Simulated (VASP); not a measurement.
These are PBE GGA with D4 dispersion, VASP's PBE PAW potentials (set 64) (plane waves; VASP) values and carry that method's errors.

The input files of a VASP run:

File POSCAR:
```
CsPbBr3
1
    5.8065144254     0.0000000000     0.0000000000
    0.0000000000     5.8065144254     0.0000000000
    0.0000000000     0.0000000000     5.8065144254
Cs Pb Br
1 1 3
Direct
  0.0000000000   0.0000000000   0.0000000000
  0.5000000000   0.5000000000   0.5000000000
  0.5000000000   0.0000000000   0.5000000000
  0.0000000000   0.5000000000   0.5000000000
  0.5000000000   0.5000000000   0.0000000000
```

### INCAR
```
SYSTEM = CsPbBr3
PREC = Accurate
ENCUT = 520
EDIFF = 1E-7
NELM = 100
ALGO = Normal
LREAL = .FALSE.
LASPH = .TRUE.
ISMEAR = 0
SIGMA = 0.05
GGA = PE
IVDW = 13
LMAXMIX = 4
LWAVE = .FALSE.
LCHARG = .FALSE.
ISIF = 2
```

**KPOINTS**
```
K-points
0
gamma
 4 4 4
0 0 0
```

POTCAR, in this order: Cs_sv Pb_d Br (PBE.64 set). Program: vasp_std.

Output

### OUTCAR
```
 ion  position               nearest neighbor table
   1  0.000  0.000  0.000-
   2  0.500  0.500  0.500-   3 2.90   4 2.90   5 2.90   5 2.90   3 2.90   4 2.90
   3  0.500  0.000  0.500-   2 2.90   2 2.90
   4  0.000  0.500  0.500-   2 2.90   2 2.90
   5  0.500  0.500  0.000-   2 2.90   2 2.90
  LATTYP: Found a simple cubic cell.
 ALAT       =     5.8065144254
 Subroutine PRICEL returns:
 Original cell was already a primitive cell.
 Subroutine GETGRP returns: Found 48 space group operations
The static configuration has the point symmetry O_h .
The dynamic configuration has the point symmetry O_h .
 Subroutine INISYM returns: Found 48 space group operations
 Subroutine IBZKPT returns following result:
 Found     10 irreducible k-points:

 Following reciprocal coordinates:
            Coordinates               Weight
  0.000000  0.000000  0.000000      1.000000
  0.250000  0.000000  0.000000      6.000000
  0.500000  0.000000  0.000000      3.000000
  0.250000  0.250000  0.000000     12.000000
  0.500000  0.250000  0.000000     12.000000
  0.500000  0.500000  0.000000      3.000000
  0.250000  0.250000  0.250000      8.000000
  0.500000  0.250000  0.250000     12.000000
  0.500000  0.500000  0.250000      6.000000
  0.500000  0.500000  0.500000      1.000000
   k-points           NKPTS =     10   k-points in BZ     NKDIM =     10   number of bands    NBANDS=     26
   number of dos      NEDOS =    301   number of ions     NIONS =      5
   total plane-waves  NPLWV = 110592
   dimension x,y,z NGX =    48 NGY =   48 NGZ =   48
   dimension x,y,z NGXF=    96 NGYF=   96 NGZF=   96
   ions per type =               1   1   3
   PREC   = accura    normal or accurate (medium, high low for compatibility)
   ISTART =      0    job   : 0-new  1-cont  2-samecut
   ICHARG =      2    charge: 1-file 2-atom 10-const
   ISPIN  =      1    spin polarized calculation?
   LNONCOLLINEAR =      F non collinear calculations
   LSORBIT =      F    spin-orbit coupling
   INIWAV =      1    electr: 0-lowe 1-rand  2-diag
   ENCUT  =  520.0 eV  38.22 Ry    6.18 a.u.  10.80 10.80 10.80*2*pi/ulx,y,z
   NELM   =    100;   NELMIN=  2; NELMDL= -5     # of ELM steps
   EDIFF  = 0.1E-06   stopping-criterion for ELM
   LREAL  =      F    real-space projection
   NLSPLINE    = F    spline interpolate recip. space projectors
   LMAXMIX     =    4 max onsite mixed and CHGCAR
   VOSKOWN=      0    Vosko Wilk Nusair interpolation
   EDIFFG = 0.1E-05   stopping-criterion for IOM
   NSW    =      0    number of steps for IOM
   NBLOCK =      1;   KBLOCK =      1    inner block; outer block
   IBRION =     -1    ionic relax: 0-MD 1-quasi-New 2-CG
   NFREE  =      0    steps in history (QN), initial steepest desc. (CG)
   ISIF   =      2    stress and relaxation
   ISYM   =      2    0-nonsym 1-usesym 2-fastsym
   TEIN   =    0.0    initial temperature
   TEBEG  =    0.0;   TEEND  =   0.0 temperature during run
   SMASS  =  -3.00    Nose mass-parameter (am)
   PSTRESS=    0.0 pullay stress
   NELECT =      44.0000    total number of electrons
   EFERMI =   0.00;   METHOD = LEGACY
   ISMEAR =     0;   SIGMA  =   0.05  broadening in eV -4-tet -1-fermi 0-gaus
   IALGO  =     38    algorithm
   LDIAG  =      T    sub-space diagonalisation (order eigenvalues)
   IMIX   =      4    mixing-type and parameters
     AMIX     =   0.40;   BMIX     =  1.00
     AMIX_MAG =   1.60;   BMIX_MAG =  1.00
     AMIN     =   0.10
   GGA     = PE    functional components
   VOSKOWN =     0    Vosko Wilk Nusair interpolation
   LHFCALC =     F    Hartree Fock is set to
   LHFONE  =     F    Hartree Fock one center treatment
   AEXX    =    0.0000 exact exchange contribution
   IVDW    =    13    specifies the selected vdW correction
...
```

### OSZICAR
```
       N       E                     dE             d eps       ncg     rms          rms(c)
DAV:   1     0.399949099117E+03    0.39995E+03   -0.18962E+04   520   0.150E+03
DAV:   2     0.300132119265E+02   -0.36994E+03   -0.36229E+03   630   0.335E+02
DAV:   3    -0.143752300364E+02   -0.44388E+02   -0.44175E+02   622   0.125E+02
DAV:   4    -0.161969048138E+02   -0.18217E+01   -0.18164E+01   680   0.329E+01
DAV:   5    -0.162464521792E+02   -0.49547E-01   -0.49498E-01   664   0.451E+00    0.453E+00
DAV:   6    -0.157541084181E+02    0.49234E+00   -0.92594E-01   748   0.100E+01    0.269E+00
DAV:   7    -0.157146663139E+02    0.39442E-01   -0.53593E-01   764   0.442E+00    0.101E+00
DAV:   8    -0.157229591286E+02   -0.82928E-02   -0.65591E-02   708   0.230E+00    0.202E-01
DAV:   9    -0.157231188057E+02   -0.15968E-03   -0.10707E-02   718   0.859E-01    0.108E-01
DAV:  10    -0.157234123778E+02   -0.29357E-03   -0.99945E-04   640   0.208E-01    0.335E-02
DAV:  11    -0.157234809180E+02   -0.68540E-04   -0.16479E-04   630   0.109E-01    0.123E-02
DAV:  12    -0.157234833593E+02   -0.24413E-05   -0.19995E-05   792   0.473E-02    0.804E-03
DAV:  13    -0.157234825066E+02    0.85269E-06   -0.47902E-06   694   0.216E-02    0.290E-03
DAV:  14    -0.157234827619E+02   -0.25532E-06   -0.60409E-07   628   0.506E-03    0.114E-03
DAV:  15    -0.157234827662E+02   -0.42278E-08   -0.19357E-08   364   0.128E-03
   1 F= -.16788791E+02 E0= -.16788791E+02  d E =-.124636E-17
```

File OUTCAR:
```
------------------------ aborting loop because EDIFF is reached ----------------------------------------
  Edisp (eV):   -1.06531
  FORCE on cell =-STRESS in cart. coord.  units (eV):
  Direction    XX          YY          ZZ          XY          YZ          ZX
  --------------------------------------------------------------------------------------
  Total       1.97161     1.97161     1.97161     0.00000    -0.00000    -0.00000
  in kB      16.13559    16.13559    16.13559     0.00000    -0.00000    -0.00000
  external pressure =       16.14 kB  Pullay stress =        0.00 kB
  volume of cell :      195.77
      direct lattice vectors                 reciprocal lattice vectors
     5.806514425  0.000000000  0.000000000     0.172220359  0.000000000  0.000000000
     0.000000000  5.806514425  0.000000000     0.000000000  0.172220359  0.000000000
     0.000000000  0.000000000  5.806514425     0.000000000  0.000000000  0.172220359
 POSITION                                       TOTAL-FORCE (eV/Angst)
 -----------------------------------------------------------------------------------
      0.00000      0.00000      0.00000         0.000000      0.000000      0.000000
      2.90326      2.90326      2.90326         0.000000      0.000000      0.000000
      2.90326      0.00000      2.90326         0.000000      0.000000      0.000000
      0.00000      2.90326      2.90326         0.000000      0.000000      0.000000
      2.90326      2.90326      0.00000         0.000000      0.000000      0.000000
 -----------------------------------------------------------------------------------
    total drift:                                0.000000     -0.000000     -0.000000
  FREE ENERGIE OF THE ION-ELECTRON SYSTEM (eV)
  ---------------------------------------------------
  free  energy   TOTEN  =       -16.7887914700 eV

  energy  without entropy=      -16.7887914700  energy(sigma->0) =      -16.78879147
```
(Selected blocks of OUTCAR.)

The compound is CsPbBr3 in the cubic perovskite structure, the ideal cubic form; the compound distorts at low or room temperature. This cell is one point of a volume scan, at 0.94 of the reference volume.
